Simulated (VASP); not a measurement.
Data:

```
Zr
1.0
    1.61445    -2.79630     0.00000
    1.61445     2.79630     0.00000
    0.00000     0.00000     5.17331
Zr
2
Direct
  0.33333   0.66667   0.25000
  0.66667   0.33333   0.75000
```

All values below come from PBE GGA, VASP's PBE PAW potentials (set 64) (plane waves; VASP). Run with 400 eV cut-off, 12×12×7 Γ-centred mesh, first-order Methfessel-Paxton smearing of 0.10 eV, potentials Zr_sv.

Q: Predict the energy per atom (σ→0), band gap (on the k-mesh) with the smallest direct gap where there is one.

A: 
band gap (on the k-mesh): none (metal, semimetal or under 0.01 eV)
energy per atom (σ→0): -8.517 eV/atom

The compound is Zr in the hcp structure. It was relaxed first. The start is the result of an earlier pass.
